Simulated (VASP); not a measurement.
These are PBE GGA, VASP's PBE PAW potentials (set 64) (plane waves; VASP) values and carry that method's errors.

The input files of a VASP run:

**INCAR**
```
SYSTEM = CoO
PREC = Accurate
ENCUT = 520
EDIFF = 1E-6
NELM = 100
ALGO = Normal
LREAL = .FALSE.
LASPH = .TRUE.
ISMEAR = 0
SIGMA = 0.05
GGA = PE
LMAXMIX = 4
ISPIN = 2
MAGMOM = 3.0 -3.0 0.0 0.0
LORBIT = 10
LWAVE = .FALSE.
LCHARG = .FALSE.
ISIF = 2
AMIX = 0.6
BMIX = 0.0001
IMIX = 1
```

File POSCAR:
```
CoO
1
    4.3452000000     2.1726000000     2.1726000000
    2.1726000000     4.3452000000     2.1726000000
    2.1726000000     2.1726000000     4.3452000000
Co O
2 2
Direct
  0.0000000000   0.0000000000   0.0000000000
  0.5000000000   0.5000000000   0.5000000000
  0.2500000000   0.2500000000   0.2500000000
  0.7500000000   0.7500000000   0.7500000000
```

**KPOINTS**
```
Automatic mesh
0
Gamma
8 8 8
0 0 0
```

POTCAR, in this order: Co O (PBE.64 set). Program: vasp_std.

The run wrote:

**OSZICAR**
```
       N       E                     dE             d eps       ncg     rms          rms(c)
DAV:   1     0.251032449512E+03    0.25103E+03   -0.14556E+04  4956   0.190E+03
DAV:   2     0.514503423992E+01   -0.24589E+03   -0.23268E+03  5087   0.393E+02
DAV:   3    -0.299844921706E+02   -0.35130E+02   -0.33359E+02  6117   0.162E+02
DAV:   4    -0.316428613086E+02   -0.16584E+01   -0.16028E+01  6060   0.355E+01
DAV:   5    -0.317098843722E+02   -0.67023E-01   -0.64835E-01  6600   0.619E+00    0.201E+01
DAV:   6    -0.575439326877E+02   -0.25834E+02   -0.18245E+02  6889   0.201E+02    0.658E+01
DAV:   7    -0.253556064277E+03   -0.19601E+03   -0.26007E+03  8097   0.694E+02    0.103E+02
DAV:   8    -0.446686484433E+03   -0.19313E+03   -0.73409E+03  6490   0.685E+02    0.424E+02
DAV:   9    -0.401004388466E+03    0.45682E+02   -0.10101E+04  7941   0.557E+02    0.285E+02
DAV:  10    -0.286920633650E+03    0.11408E+03   -0.84778E+03  8140   0.535E+02    0.457E+02
DAV:  11    -0.316165504709E+03   -0.29245E+02   -0.10721E+04  8074   0.663E+02    0.420E+02
DAV:  12    -0.778503483564E+01    0.30838E+03   -0.86333E+03  8119   0.482E+02    0.543E+02
DAV:  13     0.106567528913E+03    0.11435E+03   -0.12119E+04  7883   0.762E+02    0.542E+02
DAV:  14     0.974739636737E+03    0.86817E+03   -0.64638E+03  6986   0.384E+02    0.661E+02
DAV:  15     0.107921774364E+04    0.10448E+03   -0.63907E+03  8015   0.447E+02    0.107E+03
DAV:  16     0.130715303315E+04    0.22794E+03   -0.39912E+03  9190   0.362E+02    0.158E+03
DAV:  17     0.133032343541E+04    0.23170E+02   -0.33004E+03  7446   0.432E+02    0.241E+03
DAV:  18     0.147089071508E+04    0.14057E+03   -0.23437E+03  9028   0.414E+02    0.354E+03
DAV:  19     0.185281898045E+04    0.38193E+03   -0.19919E+03  8741   0.525E+02    0.503E+03
DAV:  20     0.228884465769E+04    0.43603E+03   -0.24086E+03  6485   0.380E+02    0.721E+03
DAV:  21     0.299754733769E+04    0.70870E+03   -0.55634E+03  7084   0.691E+02    0.102E+04
DAV:  22     0.385895933970E+04    0.86141E+03   -0.68315E+03  7906   0.538E+02    0.145E+04
```

stdout:
```
...
 entering main loop
       N       E                     dE             d eps       ncg     rms          rms(c)
DAV:   1     0.251032449512E+03    0.25103E+03   -0.14556E+04  4956   0.190E+03
DAV:   2     0.514503423992E+01   -0.24589E+03   -0.23268E+03  5087   0.393E+02
DAV:   3    -0.299844921706E+02   -0.35130E+02   -0.33359E+02  6117   0.162E+02
DAV:   4    -0.316428613086E+02   -0.16584E+01   -0.16028E+01  6060   0.355E+01
DAV:   5    -0.317098843722E+02   -0.67023E-01   -0.64835E-01  6600   0.619E+00    0.201E+01
DAV:   6    -0.575439326877E+02   -0.25834E+02   -0.18245E+02  6889   0.201E+02    0.658E+01
DAV:   7    -0.253556064277E+03   -0.19601E+03   -0.26007E+03  8097   0.694E+02    0.103E+02
DAV:   8    -0.446686484433E+03   -0.19313E+03   -0.73409E+03  6490   0.685E+02    0.424E+02
DAV:   9    -0.401004388466E+03    0.45682E+02   -0.10101E+04  7941   0.557E+02    0.285E+02
DAV:  10    -0.286920633650E+03    0.11408E+03   -0.84778E+03  8140   0.535E+02    0.457E+02
DAV:  11    -0.316165504709E+03   -0.29245E+02   -0.10721E+04  8074   0.663E+02    0.420E+02
DAV:  12    -0.778503483564E+01    0.30838E+03   -0.86333E+03  8119   0.482E+02    0.543E+02
DAV:  13     0.106567528913E+03    0.11435E+03   -0.12119E+04  7883   0.762E+02    0.542E+02
DAV:  14     0.974739636737E+03    0.86817E+03   -0.64638E+03  6986   0.384E+02    0.661E+02
DAV:  15     0.107921774364E+04    0.10448E+03   -0.63907E+03  8015   0.447E+02    0.107E+03
DAV:  16     0.130715303315E+04    0.22794E+03   -0.39912E+03  9190   0.362E+02    0.158E+03
DAV:  17     0.133032343541E+04    0.23170E+02   -0.33004E+03  7446   0.432E+02    0.241E+03
DAV:  18     0.147089071508E+04    0.14057E+03   -0.23437E+03  9028   0.414E+02    0.354E+03
DAV:  19     0.185281898045E+04    0.38193E+03   -0.19919E+03  8741   0.525E+02    0.503E+03
DAV:  20     0.228884465769E+04    0.43603E+03   -0.24086E+03  6485   0.380E+02    0.721E+03
DAV:  21     0.299754733769E+04    0.70870E+03   -0.55634E+03  7084   0.691E+02    0.102E+04
DAV:  22     0.385895933970E+04    0.86141E+03   -0.68315E+03  7906   0.538E+02    0.145E+04

 -----------------------------------------------------------------------------
|                     _     ____    _    _    _____     _                     |
|                    | |   |  _ \  | |  | |  / ____|   | |                    |
|                    | |   | |_) | | |  | | | |  __    | |                    |
|                    |_|   |  _ <  | |  | | | | |_ |   |_|                    |
|                     _    | |_) | | |__| | | |__| |    _                     |
|                    (_)   |____/   \____/   \_____|   (_)                    |
|                                                                             |
|                                                                             |
|      internal error in RAD_INT: RHOPS /= RHOAE                              |
|                                                                             |
|     If you are not a developer, you should not encounter this problem.      |
|     Please submit a bug report.                                             |
|                                                                             |
 -----------------------------------------------------------------------------
```

VASP stops with an error: internal error in RAD_INT: RHOPS /= RHOAE If you are not a developer, you should not encounter this problem. Please submit a bug report.

The compound is CoO in the rock salt, AFM-II order structure. The cell was not relaxed at this level. The run is one of a series of settings (AMIX = 0.6, BMIX = 0.0001, IMIX = 1 against the base run), some of them coarse on purpose.
